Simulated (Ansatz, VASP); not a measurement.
Two plane-wave programs on KMgH3

```xyz
5
Lattice="4.0250 -0.1006 0.0000 -0.1006 4.0250 0.0000 0.0000 0.0000 4.0250" Properties=species:S:1:pos:R:3 pbc="T T T"
K     0.0000    0.0000    0.0000
Mg    1.9622    1.9622    2.0125
H    -0.0503    2.0125    2.0125
H     2.0125   -0.0503    2.0125
H     1.9622    1.9622    0.0000
```

Change from the starting cell: strain -0.0500 x Voigt [0, 0, 0, 0, 0, 1], atoms carried along.

Alike in both runs: task single point; functional LDA; k mesh 8 × 8 × 8; occupations gaussian, width 0.05 eV; no spin polarisation.

|  | VASP | Ansatz |
| --- | --- | --- |
| version | VASP 6.6.1 | Ansatz 0.2.0 |
| potentials or method | VASP PAW LDA potentials, release 64 (K_sv, Mg, H) | scalar-relativistic, plane waves, PAW |
| plane-wave cutoff (eV) | 520 | 420 |
| valence electrons in the cell | 14 | 22 |

|  | VASP | Ansatz | Ansatz less VASP |
| --- | --- | --- | --- |
| gap on the k mesh at the Fermi level (eV) | 2.03 | 2.03 | +0.003 |
| least direct gap on the mesh (eV) | 4.04 | 4.04 | -0.002 |
| pressure (GPa) | -3.2 | -2.9 | +0.26 |
| largest component of the traceless stress (GPa) | 1.82 | 1.79 | -0.025 |

The two sets of potentials don't hold the same shells in valence.

A k mesh can miss the band edges.
